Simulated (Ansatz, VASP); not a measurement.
# SiTeS (1T-SiSTe monolayer) in two plane-wave programs

Aim: how closely do two programs agree when they are given the same cell, functional and k mesh? The cell is taken from a series of runs on this material, whose earlier steps may have relaxed, scaled, displaced or heated it; both programs get it as it stands.

Method: plane waves, with VASP 6.6.1 beside it; single point at PBE with D3(BJ), in Ansatz 0.2.0.

### 1. The structure

The cell holds 3 atoms: 1 Te, 1 Si and 1 S. Cell: a = 3.489 Å, b = 3.489 Å, c = 21.017 Å, α = 90.0°, β = 90.0°, γ = 120.0°. Vacuum lies along c.

### 2. Ansatz: single point, PBE with D3(BJ)

Ansatz runs on its default PAW (the set named soft_2) files.

With cell and atoms fixed, the geometry can't cause a difference; cores, projectors, grids and the points listed under the comparison can.

input.yaml

```yaml
crystal:
  lattice:
    - [3.4893031928, 0.0, 0.0]
    - [-1.7446515964, 3.0218252065, 0.0]
    - [0.0, 0.0, 21.0171636294]
  atoms:
    - { symbol: Te, position: [0.6666666667, 0.3333333333, 0.4282214365] }
    - { symbol: Si, position: [0.0, 0.0, 0.512591859] }
    - { symbol: S, position: [0.3333333333, 0.6666666667, 0.5717785635] }
kpoints:
  mp_grid: { grid: [18, 18, 1] }
  band_path:
    path: [[0, 0, 0], [0.5, 0, 0], [0.33333333, 0.33333333, 0], [0, 0, 0]]
    npoints: 16
hamiltonian:
  xc: pbe
  dispersion: d3bj
scf:
  occupations: { method: fermi_dirac, width: 0.02585 }
  convergence: { dr2_threshold: 1.0e-10 }
efield:
  axis: 3
  dipole_correction: true
  ramp_position: 0.97
  ramp_width: 0.06
  amplitude: 0
output:
  dos: { projected: true, e_range: [-6, 5] }
  write_potential: true
  write_density: true
  volumetric_format: npy
  elf: true
```

On the command line:

```sh
$ ansatz run input.yaml --threads 2 --pin off --max-ram 3072MiB --backend cpu --events-out ev --progress --plain --runs-dir out
```

Numbers of over 12 decimals in the logs are rounded to 6 here.

The program printed:

```text
Engine: ansatz 0.2.0, aarch64-unknown-linux-gnu
Pseudopotentials: kind: paw
Pseudopotential: Te, paw, valence charge 16, recommended cutoff 420 eV (normal), Te.paw.azcp
Pseudopotential: Si, paw, valence charge 4, recommended cutoff 420 eV (normal), Si.paw.azcp
Pseudopotential: S, paw, valence charge 6, recommended cutoff 420 eV (normal), S.paw.azcp
Functional definition: PBE
  parameter kappa = 0.804
  parameter beta = 0.066725
  exchange = pbe_x(kappa = kappa, mu = beta*pi^2/3)
  correlation = pbe_c(beta = beta)
Crystal: 3 atoms, lattice volume = 221.606 Å³
Basis set: ecut = 420 eV, 4289 PW (Γ)
Bands: 17, of which v1, the nominal top of the filled ones, is band 13 counted from 1 (12 counted from 0)
Symmetry: 6 space group operations
Space group: P3m1 (ITA 156), of the structure as read, at distance tolerance 6.1e-5 Å
k-points: 37 of 324 (time reversal used)
Non-local potential: Te, projectors of the file, l = 0: 2, l = 1: 2, l = 2: 2, l = 3: 2
Non-local potential: Si, projectors of the file, l = 0: 2, l = 1: 2, l = 2: 2
Non-local potential: S, projectors of the file, l = 0: 2, l = 1: 2, l = 2: 2
PAW form: soft (Blöchl's): semilocal exchange-correlation on the pseudo side does not see the compensation charge
PAW one-centre angular grid: Te, 590 points (default); XC on 64 Gauss nodes
PAW one-centre angular grid: Si, 110 points (default); XC on 64 Gauss nodes
PAW one-centre angular grid: S, 110 points (default); XC on 64 Gauss nodes
Initial density: superposition of atomic densities (neutral atoms: chi_scale 0, normalization atom), corrected by the library's trained network
Initial wavefunctions: pseudopotential atomic-orbital guess
Functional: x = pbe(κ = 0.804, μ = 0.219515), c = pbe(β = 0.066725)
SCF iter   1: F=—  HF=-8519.035907 eV  |F-HF|=—  |Δ(HF+E_count)|=         —  Δρ=1.59e-3  dr2=1.12e-2  ethr=1.77e-3  p=-0.059 e·Å  D=-4.83e-2 V/Å  ΔV_dip=1.02 eV  dr2_dipole=2.48e-3  V_vac-E_F(+/−)=5.00/3.98 eV  ⟨swp⟩=10.2  Hψ=4759  notcnv=0
efield: sawtooth ramp at fractional position 0.9700 (set: `efield.ramp_position`, or a place that a band, a saddle search or an elastic batch's reference lends), width 0.0600; the density the first Hamiltonian is built on has a dipole p = -0.059 e·Å; the dipole correction subtracts the counter field D = -4.83e-2 V/Å, which shifts the + side's vacuum level by +1.02 eV against the − side's; the planar-averaged density in the ramp window peaks in size at 9.3e-6 e/Å³
preconditioner: auto → LDOS  [insulator: Δε(μ)=0.116 eV  Ē_g=9.459 eV  σ=0.026 eV  W_gap=0.55  n_scr=12 (ndim 8)  ℏωp=10.0 eV  f_vac=0.668  D(μ)=0.93/eV (n_scr^D=4)  ε∞_Penn≈2.1  β→1.0]
SCF iter   2: F=—  HF=-8519.037396 eV  |F-HF|=—  |Δ(HF+E_count)|=   1.49e-3  Δρ=7.82e-4  dr2=6.31e-3  ethr=4.30e-5  p=-0.034 e·Å  D=-2.79e-2 V/Å  ΔV_dip=0.59 eV  dr2_dipole=1.07e-3  V_vac-E_F(+/−)=4.93/4.34 eV  ⟨swp⟩=4.3  Hψ=1865  notcnv=0
SCF iter   3: F=—  HF=-8519.036332 eV  |F-HF|=—  |Δ(HF+E_count)|=   1.06e-3  Δρ=2.29e-4  dr2=2.10e-4  ethr=2.43e-5  p=-0.040 e·Å  D=-3.29e-2 V/Å  ΔV_dip=0.69 eV  dr2_dipole=1.93e-6  V_vac-E_F(+/−)=4.92/4.23 eV  ⟨swp⟩=2.4  Hψ=1052  notcnv=0
SCF iter   4: F=—  HF=-8519.036340 eV  |F-HF|=—  |Δ(HF+E_count)|=   7.31e-6  Δρ=7.81e-5  dr2=2.84e-5  ethr=8.07e-7  p=-0.040 e·Å  D=-3.24e-2 V/Å  ΔV_dip=0.68 eV  dr2_dipole=1.07e-6  V_vac-E_F(+/−)=4.93/4.24 eV  ⟨swp⟩=2.1  Hψ=1163  notcnv=0
SCF iter   5: F=—  HF=-8519.036338 eV  |F-HF|=—  |Δ(HF+E_count)|=   1.41e-6  Δρ=1.61e-5  dr2=7.75e-7  ethr=1.09e-7  p=-0.040 e·Å  D=-3.25e-2 V/Å  ΔV_dip=0.68 eV  dr2_dipole=1.32e-8  V_vac-E_F(+/−)=4.93/4.24 eV  ⟨swp⟩=2.0  Hψ=1047  notcnv=0
SCF iter   6: F=—  HF=-8519.036368 eV  |F-HF|=—  |Δ(HF+E_count)|=   2.98e-5  Δρ=4.47e-6  dr2=8.09e-8  ethr=2.98e-9  p=-0.040 e·Å  D=-3.25e-2 V/Å  ΔV_dip=0.68 eV  dr2_dipole=6.57e-9  V_vac-E_F(+/−)=4.93/4.24 eV  ⟨swp⟩=2.4  Hψ=1086  notcnv=0
SCF iter   7: F=—  HF=-8519.036368 eV  |F-HF|=—  |Δ(HF+E_count)|=   6.16e-8  Δρ=1.04e-6  dr2=3.05e-9  ethr=3.11e-10  p=-0.040 e·Å  D=-3.25e-2 V/Å  ΔV_dip=0.68 eV  dr2_dipole=3.14e-13  V_vac-E_F(+/−)=4.93/4.24 eV  ⟨swp⟩=2.2  Hψ=914  notcnv=0
SCF iter   8: F=—  HF=-8519.036368 eV  |F-HF|=—  |Δ(HF+E_count)|=   3.18e-9  Δρ=2.84e-7  dr2=5.96e-10  ethr=1.17e-11  p=-0.040 e·Å  D=-3.25e-2 V/Å  ΔV_dip=0.68 eV  dr2_dipole=1.08e-10  V_vac-E_F(+/−)=4.93/4.24 eV  ⟨swp⟩=2.8  Hψ=1241  notcnv=0
SCF iter   9: F=-8519.036368 eV  HF=-8519.036368 eV  |F-HF|=1.46e-11  |Δ(HF+E_count)|=  3.46e-11  Δρ=1.01e-7  dr2=2.58e-11  ethr=1.00e-12  p=-0.040 e·Å  D=-3.25e-2 V/Å  ΔV_dip=0.68 eV  dr2_dipole=2.09e-12  V_vac-E_F(+/−)=4.93/4.24 eV  ⟨swp⟩=1.7  Hψ=1828  notcnv=0
SCF 1 converged in 9 iterations: F = -8519.036368 eV  dr2 = 2.58e-11
  greatest PAW one-centre occupation: 0.998 electrons in one spin orbital (limit 2), on the Te atom at site 0 (counted from 0), in its partial waves of l = 2
NSCF: frozen V_eff on 49 k-points
efield: sawtooth ramp at fractional position 0.9700 (kept from the solve that this one continues, or follows in the run), width 0.0600; the density the first Hamiltonian is built on has a dipole p = -0.040 e·Å; the dipole correction subtracts the counter field D = -3.25e-2 V/Å, which shifts the + side's vacuum level by +0.68 eV against the − side's; the planar-averaged density in the ramp window peaks in size at 3.3e-6 e/Å³
WARN: The output density's exchange-correlation potential varies sharply where the density is thin. Do not read a vacuum level from v_tot or v_xc, or from such a field of the output density. On a cell that repeats whose density bears no net charge and no dipole along the vacuum's axis use v_es (v_loc + v_h of the components); under efield.dipole_correction with no amplitude use v_es + v_field, which holds any externa [...]
SCF converged after 9 iterations
Free energy (F): -8519.036368 eV
Harris-Foulkes:  -8519.036368 eV  (|F-HF|=1.46e-11)
Internal energy: -8519.034215 eV  (E = F + TS)
E sigma→0 (E₀):  -8519.035292 eV
Entropy (-TS):   -0.002153 eV (-0.718 meV/atom)
Fermi energy:    -0.526729 eV
Dipole field:    D = -0.032491 V/Å  (p = -0.039791 e·Å, saw-weighted, corrected)
Work function:   Φ+ = 4.9257 eV   Φ− = 4.2428 eV
Levels:          The Fermi level and band energies are counted from a zero that moves with the ramp; work functions are not
--- Per-component energies (eV) ---
  E_band       = -485.233405
  E_kinetic    = 329.730788
  E_local      = -13505.843530  (includes V_loc(G=0)·N_el)
  E_nonlocal   = -257.341518
  E_hartree    = 6787.580138
  E_xc         = -277.329177
  E_vxc        = -239.384631  (∫ρ·V_xc dr)
  E_paw        = -5775.001933  (= ΣΔE_a)
  E_vpaw       = -387.100207  (= ΣTr[D̂ρ^β])
  E_aug_tail   = -0.000173  (compensation charges beyond the density's cutoff)
  E_efield     = 0.000646  (sawtooth field / dipole correction)
  E_vefield    = -0.454468  (∫n·V_field dr)
  E_ewald      = 4180.037108
  E_disp       = -0.866567  (pairwise vdW)
  E_smearing   = -0.002153  (= −TS)
  E_closure    = -0.000000  (closes the sum)
  Σ components = -8519.036368   (vs F -8519.036368, Δ=0.00e0)
--- Band table (eV; the first three rows and the last of 37) ---
  k-point 0: bands = [... 9 lower, -3.1023, -3.1023, -0.0241, -0.0241, 0.4090, 2.6411, 2.9166, 2.9166]
  k-point 1: bands = [... 9 lower, -3.2646, -3.1734, -0.4327, -0.0578, 0.6753, 2.6772, 2.8567, 2.9717]
  k-point 2: bands = [... 9 lower, -3.3627, -3.2039, -1.2736, -0.1723, 1.0620, 2.4676, 3.0635, 3.1486]
  k-point 36: bands = [... 9 lower, -5.8583, -5.8431, -3.1621, -2.4712, -0.1023, 3.1527, 4.0147, 4.3865]
```

### 3. VASP: single point, PBE with D3(BJ)

The same cell, functional, mesh and smearing now go to VASP, with its own data sets.

Lines of VASP's logs that name or quote its potential files are left out, and so is its time.

INCAR

```
SYSTEM = SiTeS
PREC = Accurate
ENCUT = 400
EDIFF = 1E-06
NELM = 120
ISMEAR = -1
SIGMA = 0.02585
LREAL = .FALSE.
ALGO = Normal
GGA = PE
IVDW = 12
NBANDS = 14
LORBIT = 11
LWAVE = .FALSE.
LCHARG = .FALSE.
ISIF = 2
LDIPOL = .TRUE.
IDIPOL = 3
DIPOL = 0.5 0.5 0.504
LVHAR = .TRUE.
LASPH = .TRUE.
GGA_COMPAT = .FALSE.
NELMDL = -8
```

POSCAR

```
SiTeS
1.0
    3.4893031928      0.0000000000      0.0000000000
   -1.7446515964      3.0218252065      0.0000000000
    0.0000000000      0.0000000000     21.0171636294
Te Si S
1 1 1
Direct
    0.6666666667      0.3333333333      0.4282214365
    0.0000000000      0.0000000000      0.5125918590
    0.3333333333      0.6666666667      0.5717785635
```

KPOINTS

```
Automatic mesh
0
Gamma
18 18 1
0 0 0
```

The projector-augmented-wave data sets are Te, Si and S (PBE family, release 64).

On the command line:

```sh
$ mpirun -np 1 vasp_std
```

The program printed:

```text
[banner, memory and clock lines left out]
running    1 mpi-ranks, on    1 nodes
 distrk:  each k-point on    1 cores,    1 groups
 distr:  one band on    1 cores,    1 groups

 POSCAR found type information on POSCAR TeSiS
 POSCAR found :  3 types and       3 ions
 LDA part: xc-table for (Slater+PW92), standard interpolation
 POSCAR, INCAR and KPOINTS ok, starting setup
 FFT: planning ... GRIDC
 FFT: planning ... GRID_SOFT
 FFT: planning ... GRID
 WAVECAR not read
 entering main loop
       N       E                     dE             d eps       ncg     rms          rms(c)
DAV:   1     0.977783352123E+02    0.97778E+02   -0.43390E+03  1036   0.660E+02
DAV:   2    -0.292781103328E+01   -0.10071E+03   -0.92623E+02  1696   0.136E+02
DAV:   3    -0.129154856446E+02   -0.99877E+01   -0.98195E+01  1402   0.518E+01
DAV:   4    -0.132020332483E+02   -0.28655E+00   -0.28579E+00  1384   0.107E+01
DAV:   5    -0.132108544147E+02   -0.88212E-02   -0.88196E-02  1576   0.190E+00
DAV:   6    -0.132110582712E+02   -0.20386E-03   -0.20385E-03  1492   0.253E-01
DAV:   7    -0.132110605048E+02   -0.22336E-05   -0.22336E-05  1592   0.267E-02
DAV:   8    -0.132110605356E+02   -0.30818E-07   -0.30908E-07  1080   0.323E-03    0.105E+01
DAV:   9    -0.130473442359E+02    0.16372E+00   -0.19366E-01  1400   0.423E+00    0.628E+00
DAV:  10    -0.130470565603E+02    0.28768E-03   -0.33216E-01  1408   0.452E+00    0.130E+00
DAV:  11    -0.130188889528E+02    0.28168E-01   -0.68606E-02  1432   0.248E+00    0.482E-01
DAV:  12    -0.130174694011E+02    0.14196E-02   -0.12228E-02  1432   0.699E-01    0.305E-01
DAV:  13    -0.130171054046E+02    0.36400E-03   -0.17854E-03  1408   0.287E-01    0.194E-01
DAV:  14    -0.130170840845E+02    0.21320E-04   -0.29156E-04  1480   0.107E-01    0.103E-01
[...]
DAV:  18    -0.130172709977E+02   -0.65277E-04   -0.88743E-06  1348   0.134E-02    0.112E-02
DAV:  19    -0.130173530088E+02   -0.82011E-04   -0.78385E-06  1270   0.125E-02    0.562E-03
DAV:  20    -0.130173721410E+02   -0.19132E-04   -0.91129E-07  1196   0.499E-03    0.343E-03
DAV:  21    -0.130173893602E+02   -0.17219E-04   -0.49834E-07  1008   0.320E-03    0.228E-03
DAV:  22    -0.130173974210E+02   -0.80608E-05   -0.24729E-07  1034   0.205E-03    0.906E-04
DAV:  23    -0.130173994004E+02   -0.19794E-05   -0.18773E-07  1010   0.163E-03    0.954E-04
DAV:  24    -0.130174010709E+02   -0.16705E-05   -0.60231E-08  1100   0.109E-03    0.495E-04
DAV:  25    -0.130174014707E+02   -0.39987E-06   -0.21360E-08  1100   0.530E-04
   1 F= -.13883891E+02 E0= -.13882818E+02  d E =-.214548E-02
```

From OUTCAR (step 3):

```text
ion  position               nearest neighbor table
   1  0.667  0.333  0.428-   2 2.68   2 2.68   2 2.68
   2  0.000  0.000  0.513-   3 2.37   3 2.37   3 2.37   1 2.68   1 2.68   1 2.68
   3  0.333  0.667  0.572-   2 2.37   2 2.37   2 2.37

  LATTYP: Found a hexagonal cell.
 ALAT       =     3.4893031928
 C/A-ratio  =     6.0233125263

 Subroutine GETGRP returns: Found  6 space group operations
 (whereof  6 operations were pure point group operations)

The static configuration has the point symmetry C_3v.

 Found     37 irreducible k-points:

   k-points           NKPTS =     37   k-points in BZ     NKDIM =     37   number of bands    NBANDS=     14

   dimension x,y,z NGX =    24 NGY =   24 NGZ =  140
   dimension x,y,z NGXF=    48 NGYF=   48 NGZF=  280

   ENCUT  =  400.0 eV  29.40 Ry    5.42 a.u.   5.69  5.69 34.27*2*pi/ulx,y,z

   NELECT =      16.0000    total number of electrons

 k-points in reciprocal lattice and weights: Automatic mesh
   0.00000000  0.00000000  0.00000000       0.003
   0.05555556 -0.00000000  0.00000000       0.019
   0.11111111 -0.00000000  0.00000000       0.019
   0.16666667 -0.00000000  0.00000000       0.019
   0.22222222 -0.00000000  0.00000000       0.019
   0.27777778 -0.00000000  0.00000000       0.019
   0.33333333 -0.00000000  0.00000000       0.019
   0.38888889 -0.00000000  0.00000000       0.019
   0.44444444 -0.00000000  0.00000000       0.019
[...]
0.33333333  0.27777778  0.00000000       0.037
   0.33333333  0.33333333  0.00000000       0.006

 dipolmoment           0.000000      0.000000      0.038422 electrons x Angstroem

 average (electrostatic) potential at core
       1 -95.7605       2 -91.9453       3 -93.4976

 E-fermi :  -1.0998

 k-point     1 :       0.0000    0.0000    0.0000
  band No.  band energies     occupation
    ...
      2     -14.1704      2.00000
      3      -8.0819      2.00000
      4      -3.8727      2.00000
      5      -3.6751      2.00000
      6      -3.6751      2.00000
      7      -0.5965      0.00000
      8      -0.5965      0.00000
      9      -0.1530      0.00000
     10       2.0710      0.00000
     11       2.3478      0.00000
    ...

 k-point     2 :       0.0556   -0.0000    0.0000
  band No.  band energies     occupation
    ...
      2     -14.1330      2.00000
      3      -8.0613      2.00000
      4      -3.9716      2.00000
      5      -3.8441      2.00000
      6      -3.7463      2.00000
      7      -1.0059      0.05147
      8      -0.6302      0.00000
      9       0.1126      0.00000
     10       2.1075      0.00000
     11       2.2875      0.00000
    ...

 k-point     3 :       0.1111   -0.0000    0.0000
  band No.  band energies     occupation
    ...
      3      -8.0096      2.00000
      4      -4.6415      2.00000
      5      -3.9359      2.00000
      6      -3.7834      2.00000
      7      -1.8477      2.00000
      8      -0.7446      0.00000
      9       0.4968      0.00000
     10       1.8970      0.00000
     11       2.4947      0.00000
     12       2.5799      0.00000
    ...

 Edisp (eV)   -0.86649

  Total      -0.06686    -0.06686    -0.01469     0.00000     0.00000    -0.00000
  in kB      -0.48342    -0.48342    -0.10622     0.00000     0.00000    -0.00000
  external pressure =       -0.36 kB  Pullay stress =        0.00 kB

  energy-cutoff  :      400.00
  volume of cell :      221.61
      direct lattice vectors                 reciprocal lattice vectors
     3.489303193  0.000000000  0.000000000     0.286590171  0.165462913  0.000000000
    -1.744651596  3.021825206  0.000000000     0.000000000  0.330925825  0.000000000
     0.000000000  0.000000000 21.017163629     0.000000000  0.000000000  0.047580160

 POSITION                                       TOTAL-FORCE (eV/Angst)
 -----------------------------------------------------------------------------------
      1.74465      1.00728      9.00000         0.000000      0.000000     -0.009676
      0.00000      0.00000     10.77323         0.000000     -0.000000      0.021042
     -0.00000      2.01455     12.01716        -0.000000      0.000000     -0.011366
 -----------------------------------------------------------------------------------
    total drift:                               -0.000000     -0.000000     -0.000215

  FREE ENERGIE OF THE ION-ELECTRON SYSTEM (eV)
  ---------------------------------------------------
  free  energy   TOTEN  =       -13.8838908220 eV

  energy  without entropy=      -13.8817453384  energy(sigma->0) =      -13.88281808

 vacuum level on the upper side and lower side of the slab         3.805         3.146

 total charge
# of ion       s       p       d       tot
------------------------------------------
    1        1.403   1.951   0.055   3.409
    2        0.748   0.726   0.000   1.474
    3        1.357   2.328   0.000   3.685
--------------------------------------------------
tot          3.507   5.006   0.055   8.568

[... 3 further parts left out ...]
```

### 4. Differences

Known differences besides the potentials themselves: the data sets hold 26 valence electrons in Ansatz (on its default PAW (the set named soft_2) files) and 16 in VASP; the cutoff is 420 eV in Ansatz and 400 eV in VASP. Total energies have different zeros and are not compared.

Both answers:

| quantity | Ansatz | VASP | difference |
| --- | --- | --- | --- |
| work function, lower of the two faces (eV) | 4.24 | 4.25 | 0.00 |
| work function, higher of the two faces (eV) | 4.93 | 4.90 | +0.02 |

With vacuum in the cell, a pressure given here is an average over mostly empty space and none of the material.

### 5. What came out

```
difference in work function, higher of the two faces (single point, PBE with D3(BJ)) : 0.021 eV
```

In words: The difference in work function, higher of the two faces is 0.021 eV (single point, PBE with D3(BJ)). The data sets hold unlike numbers of valence electrons (26 in Ansatz and 16 in VASP), so part of the differences comes from the potentials. Such differences can come from data sets, numerical settings and the points named under the comparisons, not from the functional's error against experiment.

[Lines on the potential files, build, host, timing and source positions are cut from VASP's logs without a mark.]

[Logs are printed without paths, hosts, clocks, repeated set-up lines and the standing remarks that a program may print on its own settings, such as how far it seeks lower states.]

[Hosts, paths, dates, database ids (printed as entryN), source tags and the programs' standing remarks are cut or masked in the printed files.]
